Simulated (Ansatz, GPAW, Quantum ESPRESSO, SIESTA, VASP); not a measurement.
## GaGe3: 5 runs at one level of theory

```
CELL_PARAMETERS angstrom
0.00000 3.38717 3.38717
3.38717 0.00000 3.38717
3.38717 3.38717 0.00000
ATOMIC_POSITIONS crystal
Ge 0.50734 0.50116 0.49465
Ge 0.75945 0.75176 0.74618
Ge 0.24907 0.25508 0.25198
Ga 0.00983 0.98232 0.01066
```

The cell comes from a database or a generator and needn't be the stable form of this composition.

Atoms were shifted at random by some hundredths of an Å from the given cell, which wasn't relaxed again for these runs.

Alike in all runs: task single point; functional PBEsol; k mesh 7 × 7 × 7; occupations fermi-dirac, width 0.05 eV; no spin polarisation; no spin-orbit coupling. Pressure is positive in compression and, in plane waves, holds the error of the finite cutoff.

| program and potentials | plane-wave cutoff (eV) | notes | pressure (GPa) | largest force (eV/Å) | energy over the undisturbed cell (meV/atom) |
| --- | --- | --- | --- | --- | --- |
| VASP, PBE PAW files Ga_d, Ge_d, 520 eV | 520 | potentials made for PBE; 13.75 valence electrons an atom on average | ? | ? | - |
| Quantum ESPRESSO, GBRV 1.5 PBEsol | 762 | 15.25 valence electrons an atom on average | -3.84 | 0.156 | 1.94 |
| Ansatz, all-electron LAPW, scalar-relativistic | - | - | -3.81 | 0.155 | - |
| GPAW, PAW data sets generated for this functional | 600 | 3.75 valence electrons an atom on average | -4.05 | 0.167 | 2.07 |
| SIESTA, files PseudoDojo sr-pbesol-0.4.1-standard, DZP (energy shift 0.003 Ry; two zetas on semicore shells) | - | atomic basis; 13.75 valence electrons an atom on average | -2.38 | 0.195 | 2.43 |

Problem. Estimate from the other rows what the run with VASP, PBE PAW files Ga_d, Ge_d, 520 eV gave.

Solution. Pressure -3.82 GPa; largest force 0.156 eV/Å. The other rows, which needn't bracket it: pressure -4.05 to -2.38; largest force 0.155 to 0.195; energy over the undisturbed cell 1.94 to 2.43.
